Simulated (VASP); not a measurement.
# SbRu: which input changes matter, part 4 of 4

Which changes to a sound input spoil a run on SbRu, which are harmless, and which give a warning? All runs use LDA. The start is a cell from a database of measured crystal structures.

VASP 6.6.1; LDA; plane waves and PAW (Sb, Ru_pv).

Still holding for the runs below: The k-mesh is coarse for a metal.

So far. Step 3 (Self-consistent run (LDA) with a changed input): Against the reference run the energy at zero smearing moves by +3.28 meV an atom and the pressure by +0.40 GPa. Step 6 (Full relaxation (LDA) with a changed input): It ends with a largest force of 0.007 eV/Å and a pressure of -0.03 GPa.

## (9) Full relaxation (LDA)

The start need not lie at this functional's minimum. ISIF = 3 frees volume, shape and positions, and EDIFFG sets the threshold on forces and stress at which the search stops.

File INCAR:

```
SYSTEM = SbRu
PREC = Accurate
ENCUT = 400
EDIFF = 1E-06
NELM = 100
ISMEAR = -1
SIGMA = 0.05
LREAL = .FALSE.
ALGO = Normal
GGA = CA
NBANDS = 47
LASPH = .TRUE.
LORBIT = 11
LWAVE = .FALSE.
LCHARG = .FALSE.
KPAR = 8
IBRION = 2
NSW = 60
ISIF = 3
EDIFFG = -0.01
```

File POSCAR:

```
SbRu
1.0
    5.9608000000      0.0000000000      0.0000000000
    0.0000000000      3.7023000000      0.0000000000
    0.0000000000      0.0000000000      6.5797000000
Sb Ru
4 4
Direct
    0.1992000000      0.2500000000      0.5808000000
    0.3008000000      0.7500000000      0.0808000000
    0.6992000000      0.2500000000      0.9192000000
    0.8008000000      0.7500000000      0.4192000000
    0.0053000000      0.2500000000      0.2037000000
    0.4947000000      0.7500000000      0.7037000000
    0.5053000000      0.2500000000      0.2963000000
    0.9947000000      0.7500000000      0.7963000000
```

File KPOINTS:

```
Automatic mesh
0
Gamma
4 6 4
0 0 0
```

PAW data sets: Sb and Ru_pv (LDA family, release 64).

Command:

```bash
$ mpirun -np 8 vasp_std
```

Output:

```text
[... set-up lines as in an earlier step ...]
 entering main loop
       N       E                     dE             d eps       ncg     rms          rms(c)
[... 13 cycles as in an earlier step ...]
   1 F= -.63078289E+02 E0= -.63050281E+02  d E =-.630783E+02
 curvature:   0.00 expect dE= 0.000E+00 dE for cont linesearch  0.000E+00
 trial: gam= 0.00000 g(F)=  0.334E-02 g(S)=  0.273E+00 ort = 0.000E+00 (trialstep = 0.100E+01)
 search vector abs. value=  0.277E+00
 bond charge predicted
       N       E                     dE             d eps       ncg     rms          rms(c)
[... 10 cycles as in an earlier step ...]
   2 F= -.62944378E+02 E0= -.62918182E+02  d E =0.133911E+00
[... from here on, the cycles between the ionic steps are left out ...]
   3 F= -.63128009E+02 E0= -.63100698E+02  d E =-.497201E-01
   4 F= -.63128017E+02 E0= -.63100725E+02  d E =-.497275E-01
   5 F= -.63137172E+02 E0= -.63109182E+02  d E =-.915576E-02
   6 F= -.63138820E+02 E0= -.63110395E+02  d E =-.108033E-01
   7 F= -.63143061E+02 E0= -.63114281E+02  d E =-.424059E-02
   8 F= -.63144081E+02 E0= -.63115105E+02  d E =-.526114E-02
   9 F= -.63144105E+02 E0= -.63115240E+02  d E =-.237637E-04
  10 F= -.63145213E+02 E0= -.63116286E+02  d E =-.113149E-02
  11 F= -.63146413E+02 E0= -.63117370E+02  d E =-.120081E-02
  12 F= -.63146728E+02 E0= -.63117576E+02  d E =-.151561E-02
  13 F= -.63146929E+02 E0= -.63117708E+02  d E =-.200973E-03
  14 F= -.63146944E+02 E0= -.63117690E+02  d E =-.215835E-03
  15 F= -.63147028E+02 E0= -.63117785E+02  d E =-.840101E-04
 trial-energy change:   -0.000084  1 .order   -0.000085   -0.000111   -0.000059
 step:   0.4828(harm=  0.4828)  dis= 0.00115  next Energy=   -63.147062 (dE=-0.118E-03)
 bond charge predicted
       N       E                     dE             d eps       ncg     rms          rms(c)
[... 5 cycles as in an earlier step ...]
  16 F= -.63147059E+02 E0= -.63117829E+02  d E =-.115215E-03
 curvature:  -0.87 expect dE=-0.520E-04 dE for cont linesearch -0.283E-07
 trial: gam=-0.06560 g(F)=  0.120E-04 g(S)=  0.477E-04 ort =-0.758E-05 (trialstep = 0.277E+00)
 search vector abs. value=  0.683E-04
 reached required accuracy - stopping structural energy minimisation
```

Elapsed: 2.2 min, on 8 MPI ranks of Intel Xeon Platinum 8488C (Sapphire Rapids), shared host; peak memory 2.5 GiB.

From OUTCAR (step 9):

```text
   NELECT =      76.0000    total number of electrons

 E-fermi :  11.1326

[... 22 parts as in an earlier step ...]

[... 1 further part left out ...]
```

Relaxation path:

```
step  energy less that of the first step (eV)  largest force (eV/Å)  pressure (GPa)  volume (Å³)
   1                                   0.0000                0.1278           -4.05       145.21
   2                                   0.1339                0.2075           10.00       135.77
   3                                  -0.0497                0.0663            0.22       141.88
   4                                  -0.0497                0.0672            0.38       141.80
   5                                  -0.0589                0.0778            0.18       142.03
   6                                  -0.0605                0.1461            0.07       142.17
   7                                  -0.0648                0.0897           -0.23       142.42
   8                                  -0.0658                0.0661           -0.41       142.59
   9                                  -0.0658                0.0533            0.86       141.69
  10                                  -0.0669                0.0459            0.21       142.14
  11                                  -0.0681                0.0281            0.13       142.22
  12                                  -0.0684                0.0252            0.03       142.30
  13                                  -0.0686                0.0145           -0.11       142.40
  14                                  -0.0687                0.0108           -0.19       142.46
  15                                  -0.0687                0.0087           -0.12       142.40
  16                                  -0.0688                0.0071           -0.03       142.34
```

```
conventional cell, symmetrised  before  after  change
                         a (Å)   5.961  5.819  -2.4 %
                         b (Å)   3.702  3.771  +1.8 %
                         c (Å)   6.580  6.487  -1.4 %
              volume (Å³/atom)   18.15  17.79  -2.0 %
```

The atoms that moved most (Å, as changes of fractional coordinates times the final cell):

```
atom      dx     dy      dz  length
 Sb3  -0.003  0.000  -0.018   0.018
 Sb1  -0.003  0.000   0.018   0.018
 Sb4   0.003  0.000  -0.018   0.018
 Sb2   0.003  0.000   0.018   0.018
 Ru8  -0.010  0.000  -0.004   0.011
 Ru7   0.010  0.000  -0.004   0.011
 Ru5   0.010  0.000   0.004   0.011
 Ru6  -0.010  0.000   0.004   0.011
```

The relaxed structure:

```xyz
8
Lattice="5.8186 0.0000 0.0000 0.0000 3.7708 0.0000 0.0000 0.0000 6.4873" Properties=species:S:1:pos:R:3 pbc="T T T"
Sb    1.1560    0.9427    3.7857
Sb    1.7533    2.8281    0.5421
Sb    4.0653    0.9427    5.9453
Sb    4.6626    2.8281    2.7016
Ru    0.0411    0.9427    1.3256
Ru    2.8682    2.8281    4.5692
Ru    2.9505    0.9427    1.9181
Ru    5.7775    2.8281    5.1617
```

It ends with a largest force of 0.007 eV/Å and a pressure of -0.03 GPa.

## (10) The runs together

| changed | job | ended | energy (meV/atom) | pressure (GPa) | volume (%) |
| --- | --- | --- | --- | --- | --- |
| ENCUT = 450, KSPACING = 0.25 | single point | converged | +3.28 | +0.40 | - |
| cell typed in bohr | single point | converged, with a warning or advice | - | - | - |
| EDIFF = 0.0001, ALGO = Conjugate | single point | converged | +0.01 | -0.00 | - |
| settings retyped at their values | relaxation | converged | - | - | +0.0 |
| ALGO = Eigenval | relaxation | not converged | - | - | - |
| PREC = Low | single point | converged | +0.26 | +0.05 | - |

## (11) Outcome

| Property | Result |
| --- | --- |
| ENCUT = 450, KSPACING = 0.25 (single point) | converged, +3.28 meV/atom |
| cell typed in bohr (single point) | converged, with a warning or advice |
| EDIFF = 0.0001, ALGO = Conjugate (single point) | converged, +0.01 meV/atom |
| settings retyped at their values (relaxation) | converged, volume +0.0 % |
| ALGO = Eigenval (relaxation) | not converged |
| PREC = Low (single point) | converged, +0.26 meV/atom |

In words: Changes that show themselves, by a stop, a warning or no convergence: cell typed in bohr; ALGO = Eigenval. Changes with no effect beyond 1 meV an atom and 0.1 GPa here: EDIFF = 0.0001, ALGO = Conjugate; PREC = Low. Differences of single points are from the reference run, and of volumes from the sound relaxation. The k-sampling is coarse for a metal, so the Fermi level, pressures and the shape of the cell carry errors.

[Lines on the potential files, build, host, timing and source positions are cut from VASP's logs without a mark.]

[Logs are printed without paths, hosts, clocks, repeated set-up lines and the standing remarks that a program may print on its own settings, such as how far it seeks lower states.]

[Hosts, paths, dates, database ids (printed as entryN), source tags and the programs' standing remarks are cut or masked in the printed files.]

[A measured line is paired with the nearest computed mode of its activity, which favours agreement.]

[In band tables of VASP the shares of atoms and orbitals are scaled to a sum of 1 inside the atoms' spheres.]
